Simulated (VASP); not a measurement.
All values below come from LDA (Ceperley-Alder, Perdew-Zunger), VASP's LDA PAW potentials (set 64) (plane waves; VASP).

Input for VASP

**KPOINTS**
```
Automatic mesh
0
Gamma
5 5 5
0 0 0
```

### POSCAR
```
CsSnI3
1
    6.0467663467     0.0000000000     0.0000000000
   -0.0000000000     6.0467663467     0.0000000000
   -0.0000000000    -0.0000000000     6.0467663467
Cs Sn I
1 1 3
Direct
  0.0000000000   0.0000000000   0.0000000000
  0.5000000000   0.5000000000   0.5000000000
  0.5000000000   0.0000000000   0.5000000000
  0.0000000000   0.5000000000   0.5000000000
  0.5000000000   0.5000000000   0.0000000000
```

### INCAR
```
SYSTEM = CsSnI3
PREC = Accurate
ENCUT = 500
EDIFF = 1E-6
NELM = 100
ALGO = Normal
LREAL = .FALSE.
LASPH = .TRUE.
ISMEAR = 1
SIGMA = 0.1
LMAXMIX = 4
LWAVE = .FALSE.
LCHARG = .FALSE.
IBRION = 2
ISIF = 3
NSW = 40
EDIFFG = -0.02
```

POTCAR, in this order: Cs_sv Sn_d I (LDA.64 set). Program: vasp_std.

### Question
Predict the energy per atom (σ→0), volume per atom.

### Answer

The energy per atom (σ→0) is -3.230 eV/atom and the volume per atom is 43.75 Å³/atom.

File OSZICAR:
```
...
DAV:   1    -0.161855699001E+02   -0.36862E-01   -0.74046E-01   658   0.779E+00    0.103E+00
DAV:   2    -0.161579974589E+02    0.27572E-01   -0.50419E-02   630   0.210E+00    0.425E-01
DAV:   3    -0.161513269723E+02    0.66705E-02   -0.19840E-02   692   0.114E+00    0.164E-01
DAV:   4    -0.161510604440E+02    0.26653E-03   -0.54246E-04   600   0.160E-01    0.135E-01
DAV:   5    -0.161509349916E+02    0.12545E-03   -0.21530E-04   788   0.121E-01    0.339E-02
DAV:   6    -0.161509298043E+02    0.51873E-05   -0.34148E-05   636   0.570E-02    0.474E-03
DAV:   7    -0.161509296014E+02    0.20288E-06   -0.13909E-06   382   0.740E-03
   2 F= -.16150930E+02 E0= -.16151053E+02  d E =-.222185E-02
```

The compound is CsSnI3 in the cubic perovskite structure, the ideal cubic form; the compound distorts at low or room temperature. This run relaxes it. Symmetry was kept, so distortions that lower it aren't found.
